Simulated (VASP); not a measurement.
The system is Co.

```
Co
1.0
     2.50000    0.00000    0.00000
    -1.25000    2.16506    0.00000
     0.00000    0.00000    4.06000
Co
2
Cartesian
  0.0000 1.4434 1.0150
  1.2500 0.7217 3.0450
```

The cell was built by a generator and needn't be a form met in nature.

- Program: VASP 6.6.1
- Task: relaxation of cell and atoms
- Functional: LDA
- Potentials or basis: VASP PAW LDA potentials, release 64 (Co)
- Cutoff: 600 eV
- k mesh: 18 × 18 × 10
- Occupations: methfessel-paxton, width 0.15 eV
- Spin: collinear spin, ferromagnetic start
- Starting moments: [1.8, 1.8] μB

At the start: pressure -21.1 GPa; volume 10.99 Å³/atom.

Q: How do energy, volume and symmetry change on relaxing?

A: Over 9 steps the energy falls by 73.0 meV/atom and the volume is 9.97 Å³/atom (-9.3 %); space group P6_3/mmc (No. 194, to 0.05 Å); moment 3.02 μB per cell.

The path:
```tsv
step	energy change (eV)	largest force (eV/Å)	pressure (GPa)	volume (Å³)
1	0.0000	0.0000	-21.05	21.98
2	0.1097	0.0000	38.36	17.70
3	-0.1454	0.0000	-1.14	20.03
4	-0.1457	0.0000	-0.11	19.95
5	-0.1456	0.0000	0.48	19.91
6	-0.1460	0.0000	-0.46	19.99
7	-0.1460	0.0000	-0.36	19.98
8	-0.1460	0.0000	-0.25	19.97
9	-0.1460	0.0000	0.01	19.94
```

Final structure:
```
Co
1.0
     2.42666    0.00000    0.00000
    -1.21333    2.10155    0.00000
     0.00000    0.00000    3.91009
Co
2
Cartesian
  0.0000 1.4010 0.9775
  1.2133 0.7005 2.9326
```
